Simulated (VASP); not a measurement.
# HPbNO4 under changes of volume

One of the cells (14.774 Å³/atom); the others are scaled copies at fixed shape and fractional positions:

```
H Pb N O
1.0
     4.22704    0.11191    0.16928
     1.92869    3.91709    0.12651
     1.77251    1.26089    6.41486
H Pb N O
1 1 1 4
Direct
  0.89145 0.68202 0.62796
  0.14426 0.92872 0.88352
  0.25670 0.28861 0.30171
  0.83108 0.65056 0.78405
  0.38694 0.22380 0.11295
  0.31104 0.03576 0.45856
  0.07726 0.60633 0.32275
```

The cell was built by a generator and needn't be a form met in nature.

* Program: VASP 6.6.1
* Functional: PBE
* Potentials or basis: VASP PAW PBE potentials, release 64 (H, Pb_d, N, O)
* Cutoff: 520 eV
* k mesh: 7 × 7 × 5
* Occupations: fermi-dirac, width 0.05 eV
* Spin: no spin polarisation

```tsv
volume (Å³/atom)	energy over the lowest point (meV/atom)	pressure (GPa)	gap on the mesh (eV)	largest force (eV/Å)
13.615	22.17	7.5	2.83	2.323
13.905	10.48	4.9	2.82	1.637
14.195	3.17	2.6	2.80	1.004
14.774	0.00	-1.3	2.77	0.176
15.064	3.37	-2.9	2.76	0.621
15.353	?	?	?	?
```

What does the run at 15.353 Å³/atom give?

Energy over the lowest point 9.60 meV/atom; pressure -4.4 GPa; gap on the mesh 2.74 eV; largest force 1.084 eV/Å.

Worked out: A Birch-Murnaghan fit of order 3 (a polynomial in V^(-2/3)) to the other rows has its minimum at 14.61 Å³/atom with B0 = V·E''(V) = 94 GPa and B' = 4.3 at fixed shape and positions, which overstates the stiffness. It gives 9.59 meV/atom at 15.353 Å³/atom, against the run's 9.60, and -dE/dV = -4.2 GPa, against -4.4. A straight line through the other rows of the gap, of slope -0.725 eV per unit of ln V, extrapolates to 2.74 eV, against the run's 2.74.

Energies are extrapolated to zero smearing.

Caveats: spin-orbit coupling is left out, which as a rule narrows the gap of such compounds by several tenths of an eV; an odd mesh through Γ misses points on the zone boundary, where band edges often lie; the standard files for N, O and F lose accuracy on very short bonds (some runs); forces of over 1 eV/Å show positions far from the minimum, so gaps and moduli don't describe the material at rest (some runs).
